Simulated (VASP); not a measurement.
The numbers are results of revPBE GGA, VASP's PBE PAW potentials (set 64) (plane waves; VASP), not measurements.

VASP ran on this input.

INCAR:
```
# general
SYSTEM=CaO
PREC  =Accurate
ENCUT =520
LREAL =F
LASPH =T

# electronic loop
EDIFF =1E-6
NELM  =100
ALGO  =Normal

# smearing
ISMEAR=0
SIGMA =0.05

# functional
GGA   =RE

# ions
IBRION=2
NSW   =60
ISIF  =3
EDIFFG=-0.01

# output
LWAVE =F
LCHARG=F
```

### POSCAR
```
CaO
1
    0.0000000000     2.4407983477     2.4407983477
    2.4407983477     0.0000000000     2.4407983477
    2.4407983477     2.4407983477     0.0000000000
Ca O
1 1
Direct
  0.0000000000   0.0000000000   0.0000000000
  0.5000000000   0.5000000000   0.5000000000
```

File KPOINTS:
```
Automatic mesh
0
Gamma
8 8 8
0 0 0
```

POTCAR, in this order: Ca_sv O (PBE.64 set). Program: vasp_std.

What will the output report for the number of irreducible k-points (NKPTS), largest plane-wave count, number of space-group operations, FFT grid (NGX, NGY, NGZ)?

```json
{
 "number of irreducible k-points (NKPTS)": "29",
 "largest_plane_wave_count": "817",
 "number_of_space_group_operations": "48",
 "FFT grid (NGX, NGY, NGZ)": "28 × 28 × 28"
}
```

The compound is CaO in the rock salt structure. It was relaxed first. The start is the result of an earlier pass.
